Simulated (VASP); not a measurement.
```xyz
4
Lattice="1.8394 -3.1859 0.0000 1.8394 3.1859 0.0000 0.0000 0.0000 11.7703" Properties=species:S:1:pos:R:3 pbc="T T T"
La     0.0000     0.0000     5.8851
La     0.0000     0.0000     0.0000
La     1.8394     1.0620     2.9426
La     1.8394    -1.0620     8.8277
```

Calculation: AM05 GGA, VASP's PBE PAW potentials (set 64) (plane waves; VASP). Run with 520 eV cut-off, 11×11×3 Γ-centred mesh, tetrahedra with Blöchl corrections, potentials La.

### Question
Estimate the energy per atom (σ→0), band gap (on the k-mesh) with the smallest direct gap where there is one.

### Answer

```yaml
band gap (on the k-mesh): none (metal, semimetal or under 0.01 eV)
energy per atom (σ→0): -5.093 eV/atom
```

The absolute energy has meaning only against runs of the same code, potentials and settings.

The compound is La in the dhcp structure. It was relaxed first, which changed the volume by -8 %.
